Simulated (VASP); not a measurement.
The system is MgO (Periclase).

```
Mg O
1.0
     0.00000    2.10850    2.10850
     2.10850    0.00000    2.10850
     2.10850    2.10850    0.00000
Mg O
1 1
Direct
  0.00000 0.00000 0.00000
  0.50000 0.50000 0.50000
```

```yaml
Program: VASP 6.6.1
Task: relaxation of cell and atoms
Functional: LDA
Potentials_or_basis: VASP PAW LDA potentials, release 64 (Mg, O)
Cutoff: 600 eV
k_mesh: 12 × 12 × 12
Occupations: gaussian, width 0.03 eV
Spin: no spin polarisation
```

At the start: pressure -8.5 GPa; volume 9.37 Å³/atom.

Q: Where does the relaxation end?

A: Over 3 steps the energy falls by 13.4 meV/atom and the volume is 8.89 Å³/atom (-5.2 %); space group Fm-3m (No. 225, to 0.05 Å).

The path:
```csv
step,energy change (eV),largest force (eV/Å),pressure (GPa),volume (Å³)
1,0.0000,0.0000,-8.46,18.75
2,-0.0228,0.0000,3.67,17.44
3,-0.0267,0.0000,0.02,17.78
```

Final structure:
```xyz
2
Lattice="0.0000 2.0716 2.0716 2.0716 0.0000 2.0716 2.0716 2.0716 0.0000" Properties=species:S:1:pos:R:3 pbc="T T T"
Mg    0.0000    0.0000    0.0000
O     2.0716    2.0716    2.0716
```
